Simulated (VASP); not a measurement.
Runs of VASP 6.6.1 on Ta4NiO11. It takes space group P2/m (No. 10, monoclinic). The conventional cell has a = 4.771 Å, b = 5.825 Å, c = 7.518 Å, α = 90.00°, β = 105.26°, γ = 90.00°. Ta (site symmetry m) has 4 O at 1.89 to 2.01 Å as nearest neighbours. Ta (site symmetry m) has 5 O at 1.89 to 1.98 Å as nearest neighbours. Ni (site symmetry 2/m) is surrounded by 4 O at 1.94 Å. O (site symmetry 1) has 1 Ta at 1.93 Å and 1 Ni at 1.94 Å as nearest neighbours. O (site symmetry 1) is surrounded by 2 Ta at 1.93 to 1.98 Å. Around O (site symmetry 2/m) lie 2 Ta at 2.01 Å. O (site symmetry 2/m) has 2 Ta at 1.89 Å as nearest neighbours. O (site symmetry 2/m) has 2 Ta at 1.89 Å as nearest neighbours. The cell was built by a generator and needn't be a form met in nature.

```tsv
level	gap on the mesh (eV)	pressure (GPa)	moment (μB)	relaxed volume (Å³/atom)	largest force (eV/Å)
PBE+rVV10	0.82	0.0	0.00	12.46	0.02
PBE+D3(BJ)	0.84	0.0	0.00	(a)	0.02
PBE+D3	0.84	0.0	0.00	12.46	0.02
PBE+TS	(b)	0.0	0.00	12.45	0.02
PBE+D2	0.97	0.0	0.00	12.13	0.01
PBE+D4	0.82	0.0	0.00	12.41	0.02
```

Alike in all rows: task relaxation of cell and atoms; potentials or basis VASP PAW PBE potentials, release 64 (Ta_pv, Ni, O); spin collinear, ferromagnetic start; cell relaxed; k mesh 6 × 5 × 4; cutoff (eV) 600; smearing fermi-dirac 0.05 eV.

Estimate the missing entries.

(a) 12.39; (b) 0.93.

Caveats: spin-orbit coupling is left out, which moves the levels of the heavy elements; an odd mesh through Γ misses points on the zone boundary, where band edges often lie.

A k mesh can miss the band edges, and the runs leave out spin-orbit coupling on Ta.
